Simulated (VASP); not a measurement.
Given:

```xyz
4
Lattice="2.3950 -3.6350 0.0000 2.3950 3.6350 0.0000 0.0000 0.0000 9.7900" Properties=species:S:1:pos:R:3 pbc="T T T"
I      4.0523     0.0000     8.6446
I      3.1327     0.0000     3.7496
I      1.6573     0.0000     6.0404
I      0.7377     0.0000     1.1454
```

These are PBE GGA, VASP's PBE PAW potentials (set 64) (plane waves; VASP 6.6.1) values and carry that method's errors. Run with 300 eV cut-off, 3×3×2 Γ-centred mesh, Fermi-Dirac smearing of 0.010 eV, potentials I.

Problem. Predict the energy per atom (σ→0), largest force.

Solution. 
| Item | Value |
|---|---|
| energy per atom (σ→0) | -1.488 eV/atom |
| largest force | 0.475 eV/Å |

The structure is a typed I crystal (Cmce). The cell was not relaxed at this level. The k-mesh is coarse (spacing up to 0.52 per Å, 2π included), so the numbers may not be converged in it.
